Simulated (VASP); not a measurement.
Input:

```
CELL_PARAMETERS angstrom
      2.98000     0.00000     0.00000
     -1.49000     2.58076     0.00000
      0.00000     0.00000     5.62000
ATOMIC_POSITIONS crystal
  Cd 0.66667 0.33333 0.75000
  Cd 0.33333 0.66667 0.25000
```

All values below come from PBEsol GGA, VASP's PBE PAW potentials (set 64) (plane waves; VASP). Run with 480 eV cut-off, 13×13×6 Γ-centred mesh, first-order Methfessel-Paxton smearing of 0.10 eV, potentials Cd.

Energy and stress use the plane-wave basis of the starting cell.

**Question.** The ions, cell shape and volume are relaxed. What does this cell relax into?

**Answer.** 
```
CELL_PARAMETERS angstrom
      2.96722     0.00000     0.00000
     -1.48361     2.56969     0.00000
      0.00000     0.00000     5.50323
ATOMIC_POSITIONS crystal
  Cd 0.66667 0.33333 0.75000
  Cd 0.33333 0.66667 0.25000
```
Space group P6_3/mmc (194), at a tolerance of 0.03 Å.

**Question.** How do energy and volume change from the first to the last step?

**Answer.** The energy (σ→0) changes by -3.6 meV/atom and the volume by -2.9 %, in 7 ionic steps.

```tsv
step	E(σ→0) (eV)	max force (eV/Å)	pressure (GPa)	volume (Å³)
1	-2.4051	0.000	-1.46	43.22
2	-2.4104	0.000	0.24	42.00
3	-2.4104	0.000	0.11	42.12
4	-2.4104	0.000	0.03	42.15
5	-2.4117	0.000	0.05	42.06
6	-2.4123	0.000	0.07	41.97
7	-2.4123	0.000	0.02	41.96
```

The compound is Cd in the hcp structure. This run relaxes it. Symmetry was kept, so distortions that lower it aren't found.
